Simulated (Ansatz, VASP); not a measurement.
## H26C12S3O7: VASP beside Ansatz

Wanted: the spread between two codes on one cell, functional and k mesh. The cell is taken from a series of runs on this material, whose earlier steps may have relaxed, scaled, displaced or heated it; both programs get it as it stands.

Program: Ansatz 0.2.0. Level of theory: plane waves, with VASP 6.6.1 beside it; single point at PBEsol. Results are calculated unless marked as measured.

## 1. The structure

The cell holds 192 atoms: 28 O, 12 S, 48 C and 104 H. Cell: a = 12.778 Å, b = 12.778 Å, c = 12.778 Å, α = 90.0°, β = 90.0°, γ = 90.0°.

## 2. VASP: single point, PBEsol

A single point gives forces, pressure and levels at one fixed geometry, so differences don't come from the geometry; what else differs is listed under the comparison.

Lines of VASP's logs that name or quote its potential files are left out, and so is its time.

The input, INCAR:

```
SYSTEM = H26C12S3O7
PREC = Accurate
ENCUT = 600
EDIFF = 1E-06
NELM = 120
ISMEAR = 0
SIGMA = 0.025
LREAL = Auto
ALGO = Normal
GGA = PS
NBANDS = 402
LORBIT = 11
LWAVE = .FALSE.
LCHARG = .FALSE.
ISIF = 2
LASPH = .TRUE.
GGA_COMPAT = .FALSE.
EFERMI = MIDGAP
```

The input, POSCAR:

```
H26C12S3O7
1.0
   12.7781400000      0.0000000000      0.0000000000
    0.0000000000     12.7781400000      0.0000000000
    0.0000000000      0.0000000000     12.7781400000
O S C H
28 12 48 104
Direct
    0.6261000000      0.4608900000      0.9283400000
    0.7958800000      0.4009700000      0.8447600000
    0.3283700000      0.7587600000      0.2818400000
    0.2680500000      0.9448600000      0.3231300000
    0.8327200000      0.9165500000      0.4979300000
    0.9229700000      0.0077300000      0.6441700000
    0.6749800000      0.4263000000      0.3668800000
    0.7521600000      0.5677700000      0.4849400000
    0.3359000000      0.3770000000      0.7850800000
    0.2808900000      0.5647700000      0.7377800000
    0.0480800000      0.4246800000      0.4158500000
    0.0862200000      0.4242200000      0.2184400000
    0.9127200000      0.6381000000      0.9061000000
    0.8921100000      0.8326800000      0.8900700000
    0.0685300000      0.8728800000      0.0724500000
    0.1929300000      0.8888700000      0.9210200000
    0.3220200000      0.3706100000      0.4266100000
    0.2679100000      0.1824600000      0.4647400000
    0.4030500000      0.7628900000      0.8999400000
    0.3799900000      0.8513200000      0.0824100000
    0.8137100000      0.0713000000      0.1056500000
    0.6639800000      0.0216300000      0.2340400000
    0.5696100000      0.1754900000      0.6350300000
    0.5514500000      0.1897100000      0.8338300000
    0.7201400000      0.7633700000      0.4122400000
    0.0238400000      0.6567000000      0.0750600000
    0.4245400000      0.2966400000      0.9674900000
    0.1790500000      0.7963800000      0.7128200000
    0.7268100000      0.4090200000      0.9347400000
    0.3312700000      0.8517000000      0.3435600000
[... 156 atom lines left out ...]
    0.9795600000      0.6470400000      0.0112600000
    0.0326100000      0.7331400000      0.0893800000
    0.4729200000      0.2401300000      0.9431800000
    0.4197600000      0.3522600000      0.9126500000
    0.2404800000      0.7485000000      0.7051200000
    0.1918000000      0.8458100000      0.7721400000
```

The input, KPOINTS:

```
Automatic mesh
0
Gamma
1 1 1
0 0 0
```

The projector-augmented-wave data sets are O, S, C and H (PBE family, release 64).

The run is started by

```bash
$ export OMP_NUM_THREADS=3
$ mpirun -np 1 vasp_gam
```

Numbers of over 12 decimals in the logs are rounded to 6 here.

Output:

```text
[banner, memory and clock lines left out]
running    1 mpi-ranks, on    1 nodes
[...]
Offloading initialized ...    1 GPUs detected
[...]
|                                                                             |
|               ----> ADVICE to this user running VASP <----                  |
|                                                                             |
|     You enforced a specific xc type in the INCAR file but a different       |
|     [... a line on the potential file left out ...]
|     I HOPE YOU KNOW WHAT YOU ARE DOING!                                     |
|                                                                             |

 LDA part: xc-table for (Slater+PW92), standard interpolation
 POSCAR, INCAR and KPOINTS ok, starting setup
[...]
entering main loop
       N       E                     dE             d eps       ncg     rms          rms(c)
DAV:   1     0.436942895410E+04    0.43694E+04   -0.30173E+05   812   0.138E+03
DAV:   2    -0.670468131818E+03   -0.50399E+04   -0.47909E+04  1030   0.304E+02
DAV:   3    -0.117094451132E+04   -0.50048E+03   -0.49616E+03   992   0.985E+01
DAV:   4    -0.118292308925E+04   -0.11979E+02   -0.11918E+02  1032   0.168E+01
[...]
DAV:  18    -0.106815064148E+04    0.30103E-05   -0.28277E-05   984   0.110E-02    0.116E-02
DAV:  19    -0.106815063909E+04    0.23895E-05   -0.54822E-06   976   0.791E-03    0.511E-03
DAV:  20    -0.106815063858E+04    0.51552E-06   -0.43167E-06   944   0.594E-03
   1 F= -.10681506E+04 E0= -.10681506E+04  d E =0.000000E+00
```

Parts of OUTCAR (step 2):

```text
  FREE ENERGIE OF THE ION-ELECTRON SYSTEM (eV)
  ---------------------------------------------------
  free  energy   TOTEN  =     -1068.1506385759 eV

  energy  without entropy=    -1068.1506385759  energy(sigma->0) =    -1068.15063858
```

The run ends at a pressure of 2.51 GPa, with forces up to 4.8 eV/Å.

## 3. Ansatz: single point, PBEsol

Ansatz runs on its default PAW (the set named soft_2) files.

The same cell, functional, mesh and smearing now go to Ansatz, which takes its cutoff from its data sets.

The input, input.yaml:

```yaml
crystal:
  lattice:
    - [12.77814, 0.0, 0.0]
    - [0.0, 12.77814, 0.0]
    - [0.0, 0.0, 12.77814]
  atoms:
    - { symbol: O, position: [0.6261, 0.46089, 0.92834] }
    - { symbol: S, position: [0.72681, 0.40902, 0.93474] }
    - { symbol: O, position: [0.79588, 0.40097, 0.84476] }
    - { symbol: C, position: [0.71418, 0.27904, 0.99038] }
    - { symbol: C, position: [0.76088, 0.29491, 0.10312] }
    - { symbol: C, position: [0.76098, 0.41534, 0.13389] }
    - { symbol: C, position: [0.79186, 0.46909, 0.03733] }
    - { symbol: H, position: [0.63225, 0.2534, 0.99172] }
    - { symbol: H, position: [0.75688, 0.23023, 0.93297] }
    - { symbol: H, position: [0.84173, 0.2758, 0.08143] }
    - { symbol: H, position: [0.73522, 0.23812, 0.16544] }
    - { symbol: H, position: [0.67991, 0.442, 0.14738] }
    - { symbol: H, position: [0.81611, 0.42546, 0.19662] }
    - { symbol: H, position: [0.87594, 0.47212, 0.02456] }
    - { symbol: H, position: [0.75918, 0.55261, 0.0325] }
    - { symbol: O, position: [0.32837, 0.75876, 0.28184] }
    - { symbol: S, position: [0.33127, 0.8517, 0.34356] }
    - { symbol: O, position: [0.26805, 0.94486, 0.32313] }
    - { symbol: C, position: [0.46857, 0.87475, 0.34612] }
    - { symbol: C, position: [0.49603, 0.87829, 0.46024] }
    - { symbol: C, position: [0.42559, 0.78741, 0.50482] }
    - { symbol: C, position: [0.31891, 0.8099, 0.47363] }
    - { symbol: H, position: [0.50744, 0.81105, 0.30842] }
    - { symbol: H, position: [0.50032, 0.94026, 0.30947] }
    - { symbol: H, position: [0.47181, 0.94925, 0.49853] }
    - { symbol: H, position: [0.58027, 0.87468, 0.47799] }
    - { symbol: H, position: [0.44691, 0.71691, 0.46092] }
    - { symbol: H, position: [0.4437, 0.76734, 0.58874] }
    - { symbol: H, position: [0.27444, 0.86511, 0.51886] }
    - { symbol: H, position: [0.27798, 0.73394, 0.47642] }
[... 156 atom lines left out ...]
    - { symbol: O, position: [0.42454, 0.29664, 0.96749] }
    - { symbol: H, position: [0.47292, 0.24013, 0.94318] }
    - { symbol: H, position: [0.41976, 0.35226, 0.91265] }
    - { symbol: O, position: [0.17905, 0.79638, 0.71282] }
    - { symbol: H, position: [0.24048, 0.7485, 0.70512] }
    - { symbol: H, position: [0.1918, 0.84581, 0.77214] }
kpoints:
  mp_grid: { grid: [1, 1, 1] }
hamiltonian:
  xc: pbesol
scf:
  occupations: { method: gaussian, width: 0.025 }
output:
  forces: true
  stress: true
  populations: intrinsic
  dos:
    method: { smearing: { sigma: 0.15 } }
    de: 0.1
    projected: { site_lists: { C: [C], H: [H], O: [O], S: [S] } }
  eigenvalues: true
  write_density: true
  write_potential: true
  volumetric_format: npy
```

The run is started by

```bash
$ ansatz run input.yaml --threads 8 --pin off --max-ram 15872MiB --backend cpu --events-out ev --progress --plain --runs-dir out
```

Output:

```text
Engine: ansatz 0.2.0, aarch64-unknown-linux-gnu
Pseudopotentials: kind: paw
Pseudopotential: O, paw, valence charge 6, recommended cutoff 420 eV (normal), O.paw.azcp
Pseudopotential: S, paw, valence charge 6, recommended cutoff 420 eV (normal), S.paw.azcp
Pseudopotential: C, paw, valence charge 4, recommended cutoff 420 eV (normal), C.paw.azcp
Pseudopotential: H, paw, valence charge 1, recommended cutoff 420 eV (normal), H.paw.azcp
Functional definition: PBEsol
  exchange = pbesol_x
  correlation = pbesol_c
Crystal: 192 atoms, lattice volume = 2086.426 Å³
Basis set: ecut = 420 eV, 40651 PW (Γ), exchange–correlation on 180×180×180 points (8 copies of the dense FFT grid, shifted against one another)
Bands: 460, of which v1, the nominal top of the filled ones, is band 268 counted from 1 (267 counted from 0)
Symmetry: 1 space group operations
Space group: P1 (ITA 1), of the structure as read, at distance tolerance 1.3e-4 Å
k-points: 1
Non-local potential: O, projectors of the file, l = 0: 2, l = 1: 2, l = 2: 1
Non-local potential: S, projectors of the file, l = 0: 2, l = 1: 2, l = 2: 2
Non-local potential: C, projectors of the file, l = 0: 2, l = 1: 2, l = 2: 1
Non-local potential: H, projectors of the file, l = 0: 2, l = 1: 1
PAW form: soft (Blöchl's): semilocal exchange-correlation on the pseudo side does not see the compensation charge
PAW frozen core: O, regenerated for the run's functional, and the local potential with it (the file was generated under x = pbe(κ = 0.804, μ = 0.219515), c = pbe(β = 0.066725))
PAW frozen core: S, regenerated for the run's functional, and the local potential with it (the file was generated under x = pbe(κ = 0.804, μ = 0.219515), c = pbe(β = 0.066725))
PAW frozen core: C, regenerated for the run's functional, and the local potential with it (the file was generated under x = pbe(κ = 0.804, μ = 0.219515), c = pbe(β = 0.066725))
PAW one-centre angular grid: O, 110 points (default); XC on 64 Gauss nodes
PAW one-centre angular grid: S, 110 points (default); XC on 64 Gauss nodes
PAW one-centre angular grid: C, 110 points (default); XC on 64 Gauss nodes
PAW one-centre angular grid: H, 110 points (default); XC on 64 Gauss nodes
Initial density: superposition of atomic densities (neutral atoms: chi_scale 0, normalization atom), corrected by the library's trained network
Initial wavefunctions: pseudopotential atomic-orbital guess
Functional: x = pbesol(κ = 0.804, μ = 0.123457), c = pbesol(β = 0.046)
SCF iter   1: F=—  HF=-39784.131389 eV  |F-HF|=—  |Δ(HF+E_count)|=         —  Δρ=5.96e-3  dr2=8.07e-1  ethr=1.77e-3  ⟨swp⟩=7.0  Hψ=2251  notcnv=0  defer=69
preconditioner: auto → Resta (q_TF=auto, 2.175 Å⁻¹)  ε∞=2.5  [insulator: Δε(μ)=4.881 eV  Ē_g=15.116 eV  σ=0.025 eV  W_gap=1.00  n_scr=364 (ndim 8)  ℏωp=18.4 eV  f_vac=0.251  D(μ)=0.00/eV (n_scr^D=0)  ε∞_Penn≈2.5]
SCF iter   2: F=—  HF=-39783.953462 eV  |F-HF|=—  |Δ(HF+E_count)|=   1.78e-1  Δρ=3.35e-3  dr2=2.04e-1  ethr=1.51e-4  ⟨swp⟩=2.0  Hψ=614  notcnv=0  defer=185
SCF iter   3: F=—  HF=-39783.956324 eV  |F-HF|=—  |Δ(HF+E_count)|=   2.86e-3  Δρ=1.82e-3  dr2=7.61e-2  ethr=3.81e-5  ⟨swp⟩=3.0  Hψ=555  notcnv=0  defer=185
SCF iter   4: F=—  HF=-39783.945082 eV  |F-HF|=—  |Δ(HF+E_count)|=   1.12e-2  Δρ=5.23e-4  dr2=6.48e-3  ethr=1.42e-5  ⟨swp⟩=2.0  Hψ=550  notcnv=0  defer=185
SCF iter   5: F=—  HF=-39783.946212 eV  |F-HF|=—  |Δ(HF+E_count)|=   1.13e-3  Δρ=2.49e-4  dr2=1.65e-3  ethr=1.21e-6  ⟨swp⟩=2.0  Hψ=801  notcnv=0  defer=185
SCF iter   6: F=—  HF=-39783.946696 eV  |F-HF|=—  |Δ(HF+E_count)|=   4.84e-4  Δρ=1.43e-4  dr2=4.10e-4  ethr=3.08e-7  ⟨swp⟩=2.0  Hψ=542  notcnv=0  defer=185
SCF iter   7: F=—  HF=-39783.946725 eV  |F-HF|=—  |Δ(HF+E_count)|=   2.96e-5  Δρ=3.71e-5  dr2=3.29e-5  ethr=7.66e-8  ⟨swp⟩=2.0  Hψ=543  notcnv=0  defer=185
SCF iter   8: F=—  HF=-39783.947051 eV  |F-HF|=—  |Δ(HF+E_count)|=   3.25e-4  Δρ=2.19e-5  dr2=8.67e-6  ethr=6.14e-9  ⟨swp⟩=2.0  Hψ=543  notcnv=0  defer=185
SCF iter   9: F=—  HF=-39783.947052 eV  |F-HF|=—  |Δ(HF+E_count)|=   1.54e-6  Δρ=6.31e-6  dr2=8.51e-7  ethr=1.62e-9  ⟨swp⟩=2.0  Hψ=541  notcnv=0  defer=185
SCF iter  10: F=—  HF=-39783.947053 eV  |F-HF|=—  |Δ(HF+E_count)|=   7.42e-7  Δρ=2.81e-6  dr2=1.69e-7  ethr=1.59e-10  ⟨swp⟩=2.0  Hψ=537  notcnv=0  defer=185
SCF iter  11: F=-39783.947053 eV  HF=-39783.947053 eV  |F-HF|=1.50e-8  |Δ(HF+E_count)|=   9.21e-8  Δρ=1.67e-6  dr2=5.55e-8  ethr=1.87e-11  ⟨swp⟩=21.0  Hψ=3925  notcnv=0
SCF 1 converged in 11 iterations: F = -39783.947053 eV  dr2 = 5.55e-8
  greatest PAW one-centre occupation: 0.881 electrons in one spin orbital (limit 2), on the O atom at site 15 (counted from 0), in its partial waves of l = 0
[...]
--- intrinsic populations: 192 sites ---
  site symbol       q [e]
     0      O      6.9137
     1      S      3.9516
     2      O      6.9246
     3      C      4.5574
     4      C      4.3293
     5      C      4.3350
     6      C      4.5614
     7      H      0.7948
     8      H      0.7898
     9      H      0.8200
    10      H      0.8159
    11      H      0.8165
    12      H      0.7987
    13      H      0.7872
    14      H      0.8105
    15      O      6.9272
    16      S      3.9325
    17      O      6.8914
    18      C      4.5996
    19      C      4.3337
    20      C      4.3259
    21      C      4.5767
    22      H      0.7813
    23      H      0.7634
[...]
184      H      0.6372
   185      H      0.6369
   186      O      6.8177
   187      H      0.6289
   188      H      0.6158
   189      O      6.8141
   190      H      0.6049
   191      H      0.6191
  spilling = 0.000000 (of n_electrons = 536.000000)
```

In the SCF lines HF is the Harris–Foulkes energy and dr2 the Hartree energy of the density residual, in eV; the loop may stop once dr2 is under the threshold and the program's other checks hold. Hψ counts applications of the Hamiltonian.

## 4. Differences

Known differences besides the potentials themselves: the cutoff is 420 eV in Ansatz and 600 eV in VASP (PREC = Accurate, projectors in real space); Ansatz makes its cores anew for this functional, VASP keeps those of its PBE data sets. Total energies have different zeros and are not compared.

The two programs side by side:

```csv
quantity,Ansatz,VASP,difference
pressure (GPa),2.74,2.51,+0.24
gap on the k mesh (eV),4.747,4.734,+0.013
```

Forces on 10 of the 192 atoms, those with the largest forces and the largest differences (eV/Å; atoms numbered as in POSCAR):

```csv
atom,"Ansatz x, y, z","VASP x, y, z"
O3,"-1.162, -1.574, -1.369","-1.164, -1.379, -1.239"
O16,"0.676, -0.551, -0.809","0.540, -0.469, -0.676"
O21,"0.614, 1.483, 0.110","0.495, 1.360, 0.212"
C47,"3.410, 0.146, 1.037","3.438, 0.145, 1.053"
C66,"4.491, 0.282, 1.801","4.478, 0.280, 1.769"
C71,"-3.160, 0.250, 2.898","-3.158, 0.261, 2.886"
C76,"0.845, 3.474, 1.204","0.827, 3.468, 1.217"
C87,"1.736, -0.142, -3.826","1.712, -0.136, -3.830"
C88,"-0.843, -1.703, 4.302","-0.830, -1.684, 4.289"
H140,"-3.391, -1.196, -2.358","-3.400, -1.200, -2.365"
```

The forces differ by 42 meV/Å r.m.s., which is 4.3 % of the r.m.s. force of 0.975 eV/Å (both taken over all components). A gap on the mesh is an upper bound, since the band edges may lie between its points.

## 5. Results

```json
{
 "r.m.s. force difference (single point, PBEsol)": "4.3 % of the r.m.s. force"
}
```

In words: The r.m.s. force difference is 4.3 % of the r.m.s. force (single point, PBEsol), beyond the 3 % picked in this series as the mark of a large difference. What causes the difference of the single point, PBEsol pair stays open here. How closely two codes agree says nothing of how well the functional describes the real material.

[Lines on the potential files, build, host, timing and source positions are cut from VASP's logs without a mark.]

[Logs are printed without paths, hosts, clocks, repeated set-up lines and the standing remarks that a program may print on its own settings, such as how far it seeks lower states.]

[Hosts, paths, dates, database ids (printed as entryN), source tags and the programs' standing remarks are cut or masked in the printed files.]
